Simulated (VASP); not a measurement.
Given:

```
CELL_PARAMETERS angstrom
      3.95734    -2.15500     0.00000
      3.95734     2.15500     0.00000
      2.78382     0.00000     3.54329
ATOMIC_POSITIONS crystal
  Sb 0.23350 0.23350 0.23350
  Sb 0.76650 0.76650 0.76650
```

All values below come from PBE GGA, VASP's PBE PAW potentials (set 64) (plane waves; VASP). Run with 400 eV cut-off, 9×9×9 Γ-centred mesh, first-order Methfessel-Paxton smearing of 0.10 eV, potentials Sb.

Energy and stress use the plane-wave basis of the starting cell.

Problem. The ions, cell shape and volume are relaxed. Predict the relaxed structure.

Solution. 
```
CELL_PARAMETERS angstrom
      4.03197    -2.18987     0.00351
      4.03197     2.18987     0.00351
      2.83946     0.00000     3.60414
ATOMIC_POSITIONS crystal
  Sb 0.23305 0.23305 0.23305
  Sb 0.76695 0.76695 0.76695
```
Space group R-3m (166), at a tolerance of 0.03 Å.

Problem. How do energy and volume change from the first to the last step?

Solution. The energy (σ→0) changes by -12.7 meV/atom and the volume by +5.2 %, in 7 ionic steps.

The compound is Sb in the a7 structure. This run relaxes it. Symmetry was kept, so distortions that lower it aren't found.
